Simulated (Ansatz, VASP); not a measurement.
# PIr: VASP beside Ansatz

```xyz
4
Lattice="2.7875 0.0000 0.0000 0.0000 3.6154 0.0000 0.0000 0.0000 6.1458" Properties=species:S:1:pos:R:3 pbc="T T T"
Ir    0.6969    2.7115    2.7822
Ir    2.0906    0.9038    3.3636
P     0.6969    0.9038    1.3601
P     2.0906    2.7115    4.7857
```

The cell was built by a generator and needn't be a form met in nature.

Alike in both runs: task single point; functional PBE; k mesh 6 × 5 × 3; no spin polarisation.

```csv
,VASP,Ansatz
version,VASP 6.6.1,Ansatz 0.2.0
potentials or method,"VASP PAW PBE potentials, release 64 (Ir, P)",PAW plane waves
plane-wave cutoff (eV),520,420
occupations,tetrahedron,tetrahedron-uncorrected
valence electrons in the cell,28,44
```

VASP gave:

- gap on the k mesh at the Fermi level (eV): none
- rms of the force components (eV/Å): 2.354

What did Ansatz give for the same quantities?

gap on the k mesh at the Fermi level (eV): none; rms of the force components (eV/Å): 2.361.

Atom by atom the forces differ by 0.031 eV/Å (rms over components). A gap of «none» marks a metal or a gap that the smearing closes. The two sets of potentials don't hold the same shells in valence. Ansatz warned: «band_table_not_solved_further».

Caveats: the k mesh is coarse (spacing up to 0.38 Å⁻¹), so the values aren't converged; forces of over 1 eV/Å show positions far from the minimum, so gaps and moduli don't describe the material at rest; tetrahedron occupations give inexact forces and stress in metals. Spin-orbit coupling is left out, which matters for the levels of Ir.
